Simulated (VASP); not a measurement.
VASP input:

File KPOINTS:
```
Automatic mesh
0
Gamma
9 9 9
0 0 0
```

### POSCAR
```
AuAl2
1
    0.0000000000     2.9958550936     2.9958550936
    2.9958550936     0.0000000000     2.9958550936
    2.9958550936     2.9958550936     0.0000000000
Al Au
2 1
Direct
  0.2500000000   0.2500000000   0.2500000000
  0.7500000000   0.7500000000   0.7500000000
  0.0000000000   0.0000000000   0.0000000000
```

### INCAR
```
SYSTEM=AuAl2
PREC=Accurate; ENCUT=520; LREAL=.FALSE.
LASPH=.TRUE.
EDIFF=1E-7; NELM=100; ALGO=Normal
LMAXMIX=6
ISMEAR=1; SIGMA=0.1
GGA=BO; LUSE_VDW=.TRUE.; AGGAC=0.0
PARAM1=0.1833333333; PARAM2=0.22
ISIF=2
LWAVE=.FALSE.; LCHARG=.FALSE.
```

POTCAR, in this order: Al Au (PBE.64 set). Program: vasp_std.

Problem. Translate this optB88-vdW calculation to Quantum ESPRESSO's pw.x.

Solution. One equivalent input (not run):
```
&CONTROL
  calculation = 'scf'
  pseudo_dir = './pseudo'
  outdir = './out'
  tprnfor = .true.
  tstress = .true.
/
&SYSTEM
  ibrav = 0
  nat = 3
  ntyp = 2
  ecutwfc = 76
  occupations = 'smearing'
  smearing = 'methfessel-paxton'
  degauss = 0.00735
  input_dft = 'vdw-df-obk8'
/
&ELECTRONS
  conv_thr = 7.3e-09
  electron_maxstep = 100
/
ATOMIC_SPECIES
  Al 26.982 Al.upf
  Au 196.967 Au.upf
CELL_PARAMETERS angstrom
     0.0000000    2.9958551    2.9958551
     2.9958551    0.0000000    2.9958551
     2.9958551    2.9958551    0.0000000
ATOMIC_POSITIONS crystal
  Al   0.2500000  0.2500000  0.2500000
  Al   0.7500000  0.7500000  0.7500000
  Au   0.0000000  0.0000000  0.0000000
K_POINTS automatic
  9 9 9 0 0 0
```
Limits of the translation: the potentials are each code's own (VASP's PAW set, PseudoDojo norm-conserving files in pw.x), so ENCUT and ecutwfc are chosen apart and not converted; conv_thr bounds pw.x's estimated SCF error, while EDIFF bounds the energy change between steps.

The compound is AuAl2 in the fluorite structure. This cell is one point of a volume scan, at 0.97 of the reference volume.
